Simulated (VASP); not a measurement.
Here is the system:

```xyz
2
Lattice="0.0000 3.2390 3.2390 3.2390 0.0000 3.2390 3.2390 3.2390 0.0000" Properties=species:S:1:pos:R:3 pbc="T T T"
Na     3.2390     3.2390     0.0000
I      3.2390     3.2390     3.2390
```

Computed with revTPSS meta-GGA, VASP's PBE PAW potentials (set 64) (plane waves; VASP). Settings: 520 eV cut-off, 8×8×8 Γ-centred mesh, tetrahedra with Blöchl corrections, potentials Na_pv I.

Unless said otherwise, spin-orbit coupling is left out, though it shifts the bands of the heavy elements here.

Q: Give the energies of bands 5 to 10 at the high-symmetry points, in eV from the valence-band maximum.

A: 
```
band     Γ      X      U      L      W
----  ----  -----  -----  -----  -----
5     0.00  -1.94  -1.67  -2.20  -1.43
6     0.00  -0.75  -1.35  -0.29  -1.43
7     0.00  -0.75  -0.61  -0.29  -0.93
8     3.98   4.83   5.51   5.30   6.17
9     8.18   5.68   6.88   7.74   7.65
10    8.18  10.11   8.89   7.74   7.65
```

The gap is direct, 3.98 eV, from the valence maximum at Γ to the conduction minimum at Γ.

Measured: gap 5.90 eV (computed value off by -1.92 eV), as given by Abedi et al., (2022), arXiv:2211.14644.

The compound is NaI in the rock salt structure. It was relaxed first.
